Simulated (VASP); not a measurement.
All values below come from PBE GGA, VASP's PBE PAW potentials (set 64) (plane waves; VASP).

VASP input:

POSCAR:
```
NiSi2
1.0
  0.0000000000   2.6902320000   2.7503790000
  2.7133950000   0.0000000000   2.7503790000
  2.7133950000   2.6902320000   0.0000000000
Si Ni
2 1
Cart
  1.3566975000   1.3451160000   1.3751895000
  4.0700925000   4.0353480000   4.1255685000
  0.0668471992   0.0000000000  -0.0000000000
```

KPOINTS:
```
kpoints
0
G
 9 9 9
```

### INCAR
```
# general
SYSTEM  = NiSi2
PREC    = Accurate
ENCUT   = 400
LREAL   = F   # projection in real space or not
LASPH   = T

# electronic loop
EDIFF   = 1E-6
NELM    = 100   # most electronic steps
ALGO    = Normal   # blocked Davidson
LMAXMIX = 4

# smearing
ISMEAR  = 0   # Gaussian
SIGMA   = 0.2   # width (eV)

# functional
GGA     = PE   # PBE

# ions
ISIF    = 2   # forces and stress, cell fixed

# output
LWAVE   = F
LCHARG  = F
```

POTCAR, in this order: Si Ni (PBE.64 set). Program: vasp_std.

### Question
What does the run give for the energy per atom (σ→0), pressure, largest force, band gap (on the k-mesh)?

### Answer

The energy per atom (σ→0) comes out as -5.783 eV/atom and the band gap (on the k-mesh) comes out as none (metal, semimetal or under 0.01 eV). The pressure is 1.08 GPa and the largest force is 0.634 eV/Å.

OSZICAR:
```
...
DAV:   8    -0.174013450437E+02    0.78638E-01   -0.23010E+00  4773   0.260E+01    0.258E+00
DAV:   9    -0.173593368368E+02    0.42008E-01   -0.27400E-01  3923   0.106E+01    0.590E-01
DAV:  10    -0.173579652736E+02    0.13716E-02   -0.99054E-03  4496   0.201E+00    0.264E-01
DAV:  11    -0.173580817423E+02   -0.11647E-03   -0.99682E-04  4020   0.286E-01    0.399E-02
DAV:  12    -0.173581165922E+02   -0.34850E-04   -0.59013E-05  4522   0.142E-01    0.236E-02
DAV:  13    -0.173581169180E+02   -0.32590E-06   -0.25889E-05  3919   0.108E-01    0.851E-03
DAV:  14    -0.173581171301E+02   -0.21206E-06   -0.19922E-06  3482   0.148E-02
   1 F= -.17358117E+02 E0= -.17348852E+02  d E =-.185300E-01
```

The compound is NiSi2 in the fluorite structure. The cell was not relaxed at this level, atoms are displaced from their ideal sites. The run is one of a series of settings (ISMEAR = 0, SIGMA = 0.2 against the base run), some of them coarse on purpose. The run is not spin-polarised, so no magnetic state was tried.
